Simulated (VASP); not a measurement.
Input:

```
CELL_PARAMETERS angstrom
      1.82500    -3.16099     0.00000
      1.82500     3.16099     0.00000
      0.00000     0.00000     5.73000
ATOMIC_POSITIONS crystal
  Y  0.33333 0.66667 0.25000
  Y  0.66667 0.33333 0.75000
```

Computed with PBE GGA, VASP's PBE PAW potentials (set 64) (plane waves; VASP). Settings: 480 eV cut-off, 10×10×6 Γ-centred mesh, first-order Methfessel-Paxton smearing of 0.10 eV, potentials Y_sv.

### Question
The ions, cell shape and volume are relaxed. What does this cell relax into?

### Answer

```
CELL_PARAMETERS angstrom
      1.82846    -3.16699     0.00000
      1.82846     3.16699     0.00000
      0.00000     0.00000     5.64375
ATOMIC_POSITIONS crystal
  Y  0.33333 0.66667 0.25000
  Y  0.66667 0.33333 0.75000
```
Space group P6_3/mmc (194), at a tolerance of 0.03 Å.

### Question
How do energy and volume change from the first to the last step?

### Answer
The energy (σ→0) changes by -1.7 meV/atom and the volume by -1.1 %, in 5 ionic steps.

The compound is Y in the hcp structure. This run relaxes it. Symmetry was kept, so distortions that lower it aren't found.
